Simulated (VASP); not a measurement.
A convergence study with VASP on W (bcc): one setting is varied, all else stays as given below, so the limit is that of these other settings.

```
W
1.0
   -1.58000     1.58000     1.58000
    1.58000    -1.58000     1.58000
    1.58000     1.58000    -1.58000
W
1
Direct
  0.00000   0.00000   0.00000
```

Calculation: PBE GGA, VASP's PBE PAW potentials (set 64) (plane waves; VASP). The tightest run used: 550 eV cut-off, 26×26×26 Γ-centred mesh, first-order Methfessel-Paxton smearing of 0.10 eV, potentials W_sv.

**Question.** The settings run are 1×1×1 mesh; 2×2×2 mesh; 3×3×3 mesh; 4×4×4 mesh; 5×5×5 mesh; 6×6×6 mesh; 8×8×8 mesh; 9×9×9 mesh; 10×10×10 mesh; 11×11×11 mesh; 12×12×12 mesh; 13×13×13 mesh; 14×14×14 mesh; 15×15×15 mesh; 16×16×16 mesh; 17×17×17 mesh; 18×18×18 mesh; 19×19×19 mesh; 21×21×21 mesh; 22×22×22 mesh; 23×23×23 mesh; 24×24×24 mesh; 25×25×25 mesh; 26×26×26 mesh. From which on does the energy per atom stay within 0.005 eV/atom of the tightest run?

**Answer.** From 19×19×19 mesh on: it is off by 0.0018 there and by no more than 0.005 in any finer run, while 18×18×18 mesh is off by 0.0055.
```tsv
setting	E (eV/atom)	pressure (GPa)	irreducible k-points	difference judged (eV/atom)
1×1×1 mesh	-12.9164	135.70	1	0.0292
2×2×2 mesh	-12.2336	20.99	3	0.7120
3×3×3 mesh	-12.5089	16.50	4	0.4368
4×4×4 mesh	-12.7904	6.67	8	0.1552
5×5×5 mesh	-12.9939	7.57	10	0.0483
6×6×6 mesh	-12.9948	5.77	16	0.0492
8×8×8 mesh	-12.9456	8.18	29	0.0000
9×9×9 mesh	-12.9549	7.44	35	0.0092
10×10×10 mesh	-12.9387	7.95	47	0.0070
11×11×11 mesh	-12.9232	7.99	56	0.0225
12×12×12 mesh	-12.9447	8.01	72	0.0009
13×13×13 mesh	-12.9597	7.40	84	0.0140
14×14×14 mesh	-12.9364	8.30	104	0.0092
15×15×15 mesh	-12.9444	7.99	120	0.0012
16×16×16 mesh	-12.9481	7.33	145	0.0024
17×17×17 mesh	-12.9446	7.82	165	0.0010
18×18×18 mesh	-12.9402	7.72	195	0.0055
19×19×19 mesh	-12.9474	7.44	220	0.0018
21×21×21 mesh	-12.9416	7.72	286	0.0040
22×22×22 mesh	-12.9429	7.91	328	0.0028
23×23×23 mesh	-12.9478	7.73	364	0.0021
24×24×24 mesh	-12.9469	7.76	413	0.0013
25×25×25 mesh	-12.9441	7.75	455	0.0016
26×26×26 mesh	-12.9456	7.66	511	0.0000
```

Left out are rungs that failed or repeat a setting and relaxations that didn't move; long series are thinned to 24 rows.

The compound is W in the bcc structure. The cell was not relaxed at this level.
